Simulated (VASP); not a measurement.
OSZICAR of a VASP run on HfN (rock salt):

File OSZICAR:
```
       N       E                     dE             d eps       ncg     rms          rms(c)
DAV:   1    -0.444749532854E+01   -0.44475E+01   -0.78289E+03  3206   0.118E+03
DAV:   2    -0.631034028580E+02   -0.58656E+02   -0.55144E+02  4243   0.243E+02
DAV:   3    -0.651490215350E+02   -0.20456E+01   -0.20164E+01  4165   0.391E+01
DAV:   4    -0.651679833218E+02   -0.18962E-01   -0.18892E-01  3815   0.370E+00
DAV:   5    -0.651684125496E+02   -0.42923E-03   -0.42881E-03  4233   0.374E-01    0.539E+01
DAV:   6    -0.576428472427E+02    0.75256E+01   -0.10585E+01  3729   0.269E+01    0.390E+01
DAV:   7    -0.589846288156E+02   -0.13418E+01   -0.86164E-01  3821   0.892E+00    0.235E+01
DAV:   8    -0.561629117234E+02    0.28217E+01   -0.60328E-01  3679   0.852E+00    0.833E+00
DAV:   9    -0.581624392532E+02   -0.19995E+01   -0.66856E-01  3661   0.853E+00    0.359E+00
DAV:  10    -0.582557103548E+02   -0.93271E-01   -0.28320E-01  3791   0.464E+00    0.233E+00
DAV:  11    -0.582350369810E+02    0.20673E-01   -0.19233E-02  3628   0.137E+00    0.132E+00
DAV:  12    -0.582347179950E+02    0.31899E-03   -0.11242E-02  3787   0.725E-01    0.370E-01
DAV:  13    -0.582345856430E+02    0.13235E-03   -0.22311E-03  3871   0.396E-01    0.663E-02
DAV:  14    -0.582348500538E+02   -0.26441E-03   -0.26717E-04  3596   0.166E-01    0.378E-02
DAV:  15    -0.582348201082E+02    0.29946E-04   -0.14256E-04  4050   0.119E-01    0.374E-02
DAV:  16    -0.582348278294E+02   -0.77213E-05   -0.49434E-06  1922   0.278E-02
   1 F= -.58234828E+02 E0= -.58234713E+02  d E =-.582348E+02
```

Task: Which electronic solver shows in the log?

Result: It is blocked Davidson (ALGO = Normal, or the opening steps of other solvers). The INCAR had ALGO = Normal.

Task: Can the final energy be trusted as converged?

Result: The calculation finished and met its thresholds. It stopped with EDIFF = 1E-5, NELM = 100, NSW = 20 and EDIFFG = -0.03 after 1 ionic step (r2SCAN meta-GGA, plane waves, VASP's PBE PAW potentials (set 64)).

The compound is HfN in the rock salt structure. It was relaxed first. The electron count is odd and the run is not spin-polarised, which forces a metal.
